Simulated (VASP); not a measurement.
NiSb (relaxed from the NiAs type structure, space group P6_3/mmc): computed properties

These are PBEsol GGA, VASP's PBE PAW potentials (set 64) (plane waves; VASP) values and carry that method's errors.

* **space group**: P6_3/mmc (194)
* **cell**: a = 3.9137 Å, b = 3.9137 Å, c = 5.0724 Å, α = 90.00°, β = 90.00°, γ = 120.00°
* **volume per atom**: 16.82 Å³/atom
* **band gap (over mesh and band path)**: none (metal, semimetal or under 0.01 eV)
* **cell moment**: 0.00 μB
* **density**: 8.91 g/cm³

NiSb is modelled in the hexagonal space group P6₃/mmc (No. 194), the NiAs type structure, Pearson symbol hP4. Cell: a = 3.914 Å, b = 3.914 Å, c = 5.072 Å, α = 90.00°, β = 90.00°, γ = 120.00°. Ni on 2a has 2 Ni at 2.536 Å and 6 Sb at 2.591 Å. Sb on 2c has 6 Ni at 2.591 Å. (Neighbours: up to the widest gap in distance over summed covalent radii, below 1.35, at either atom; cation-cation and far metal-metal contacts left out.)

Unless said otherwise, spin-orbit coupling is left out, though it shifts the bands of the heavy elements here.

The structure was generated: NiSb was put into the NiAs type type (P6_3/mmc), which need not be its known phase. It was relaxed first, which changed the volume by -24 %. Symmetry was kept, so distortions that lower it aren't found.
